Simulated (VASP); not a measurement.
A convergence study with VASP on SnO2 (rutile): one setting is varied, all else stays as given below, so the limit is that of these other settings. The cell's lengths are 1 % over those of the tabulated start and one atom is moved, so it is off equilibrium.

```xyz
6
Lattice="4.7874 0.0000 0.0000 0.0000 4.7874 0.0000 0.0000 0.0000 3.2219" Properties=species:S:1:pos:R:3 pbc="T T T"
Sn     0.0000     0.0000     0.0000
Sn     2.3937     2.3937     1.6110
O      1.4697     1.4697     0.0000
O      3.8634     0.9240     1.6110
O      0.9240     3.8634     1.6110
O      3.3783     3.3177     0.0000
```

Level of theory: PBEsol GGA, VASP's PBE PAW potentials (set 64) (plane waves; VASP). The tightest run used: 1000 eV cut-off, 5×5×8 Γ-centred mesh, Gaussian smearing of 0.050 eV, potentials Sn_d O.

Unless said otherwise, spin-orbit coupling is left out, though it shifts the bands of the heavy elements here. Gaps are read on the run's mesh, which can miss a band edge.

| setting | E (eV/atom) | pressure (GPa) | largest force (eV/Å) | gap on the mesh (eV) | plane waves |
|---|---|---|---|---|---|
| ENCUT = 250 | -6.8146 | -90.25 | 0.789 | 0.635 | 673 |
| ENCUT = 300 | -6.6896 | -43.22 | 0.950 | 0.693 | 881 |
| ENCUT = 350 | -6.6392 | -18.17 | 0.891 | 0.778 | 1110 |

Q: These are the cheaper rows. Estimate the results at ENCUT = 1000, and how far the last row shown lies from them.

A: 
```tsv
quantity	tightest run	last row shown is off by
E (eV/atom)	-6.6117	-0.0275
pressure (GPa)	-1.38	-16.79
largest force (eV/Å)	0.870	0.021
gap on the mesh (eV)	0.780	-0.002
```

Left out are rungs that failed or repeat a setting and relaxations that didn't move; long series are thinned to 24 rows.

The compound is SnO2 in the rutile structure. The cell was not relaxed at this level, it is distorted from the ideal structure.
